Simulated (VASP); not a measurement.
```
FePt
1.0
    2.77440     0.00000     0.00000
    0.00000     2.77440     0.00000
    0.00000     0.00000     3.78420
Fe Pt
1 1
Direct
  0.00000   0.00000   0.00000
  0.50000   0.50000   0.50000
```
Starting moments (μB, in the order of the record's atoms Fe Pt): 3.0 0.0.

Method: PBE GGA, VASP's PBE PAW potentials (set 64) (plane waves; VASP 6.6.1). Settings: 400 eV cut-off, 2×2×2 Γ-centred mesh, first-order Methfessel-Paxton smearing of 0.10 eV, potentials Fe Pt.

Question: Give the stress tensor in GPa (positive for a compressed cell).

Answer: 
```
-3.75   0.00   0.00
 0.00  -3.75   0.00
 0.00   0.00  11.87
```
The pressure is its mean diagonal, 1.46 GPa.

The compound is FePt in the L1_0 structure. The cell was not relaxed at this level. The k-mesh is coarse (spacing up to 1.13 per Å, 2π included), so the numbers may not be converged in it. The run is one of a series of settings (KPOINTS 2×2×2 Γ-centred mesh against the base run), some of them coarse on purpose.
